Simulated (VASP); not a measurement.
Wanted: the native input for a VASP 6.6.1 run.

- Task: band structure
- Functional: RPBE
- Potentials or basis: VASP PAW PBE potentials, release 64 (Ca_sv, Si, Sb)
- Cutoff: 520 eV
- k mesh: 5 × 5 × 4
- Occupations: fermi-dirac, width 0.05 eV
- Spin: no spin polarisation
- Further INCAR settings: ALGO = Fast; EDIFF = 1e-07; NBANDS = 22

CaSi2Sb2:

```
Ca Si Sb
1.0
     4.99739    0.00000    0.00000
    -2.49870    4.32787    0.00000
     0.00000    0.00000    5.86169
Ca Si Sb
1 2 2
Direct
  0.00000 0.00000 0.00000
  0.33333 0.66667 0.25648
  0.66667 0.33333 0.74352
  0.33333 0.66667 0.72240
  0.66667 0.33333 0.27760
```

The cell was built by a generator and needn't be a form met in nature.

One way to write it, as run:

POSCAR

```
CaSi2Sb2
1.0
    4.9973900000      0.0000000000      0.0000000000
   -2.4987000000      4.3278700000      0.0000000000
    0.0000000000      0.0000000000      5.8616900000
Ca Si Sb
1 2 2
Direct
    0.0000000000      0.0000000000      0.0000000000
    0.3333300000      0.6666700000      0.2564800000
    0.6666700000      0.3333300000      0.7435200000
    0.3333300000      0.6666700000      0.7224000000
    0.6666700000      0.3333300000      0.2776000000
```

INCAR.step1

```
SYSTEM = CaSi2Sb2
  ALGO = Fast
  EDIFF = 1E-7
  ENCUT = 520
  GGA = RP
  ISIF = 2
  ISMEAR = -1
  LASPH = .True.
  LCHARG = .True.
  LREAL = .False.
  LWAVE = .False.
  NBANDS = 22
  NELM = 100
  PREC = Accurate
  SIGMA = 0.05
```

KPOINTS.step1

```
k-points
0
Gamma
  5 5 4
  0 0 0
```

INCAR.step2

```
SYSTEM = CaSi2Sb2
  ALGO = Fast
  EDIFF = 1E-7
  ENCUT = 520
  GGA = RP
  ICHARG = 11
  ISIF = 2
  ISMEAR = 0
  LASPH = .True.
  LCHARG = .False.
  LREAL = .False.
  LWAVE = .False.
  NBANDS = 22
  NELM = 100
  PREC = Accurate
  SIGMA = 0.05
```

KPOINTS.step2

```
path GMKGALHA,LM,KH
20
line-mode
reciprocal
 0.0000000000  0.0000000000  0.0000000000  G
 0.5000000000  0.0000000000  0.0000000000  M

 0.5000000000  0.0000000000  0.0000000000  M
 0.3333333333  0.3333333333  0.0000000000  K

 0.3333333333  0.3333333333  0.0000000000  K
 0.0000000000  0.0000000000  0.0000000000  G

 0.0000000000  0.0000000000  0.0000000000  G
 0.0000000000  0.0000000000  0.5000000000  A

 0.0000000000  0.0000000000  0.5000000000  A
 0.5000000000  0.0000000000  0.5000000000  L

 0.5000000000  0.0000000000  0.5000000000  L
 0.3333333333  0.3333333333  0.5000000000  H

 0.3333333333  0.3333333333  0.5000000000  H
 0.0000000000  0.0000000000  0.5000000000  A

 0.5000000000  0.0000000000  0.5000000000  L
 0.5000000000  0.0000000000  0.0000000000  M

 0.3333333333  0.3333333333  0.0000000000  K
 0.3333333333  0.3333333333  0.5000000000  H
```

Potentials or basis: VASP PAW PBE potentials, release 64 (Ca_sv, Si, Sb).

Launch:

```sh
$ cat potpaw_PBE.64/Ca_sv/POTCAR potpaw_PBE.64/Si/POTCAR potpaw_PBE.64/Sb/POTCAR > POTCAR
$ cp INCAR.step1 INCAR
$ cp KPOINTS.step1 KPOINTS
$ mpirun -np 1 vasp_std > vasp.out
$ cp INCAR.step2 INCAR
$ cp KPOINTS.step2 KPOINTS
$ mpirun -np 1 vasp_std > vasp.out
```

Results of the run:

```
Band gap along the path : none (metal or under the smearing width)
```

Caveat: the log is that of the step along the path at fixed density, whose energy, stress, charges and moments have no meaning; spin-orbit coupling is left out, which moves the levels of the heavy elements.

It took 8.2 min on 1 thread of Intel(R) Xeon(R) 6975P-C (Granite Rapids), with other jobs on the host, peak memory 0.63 GiB.
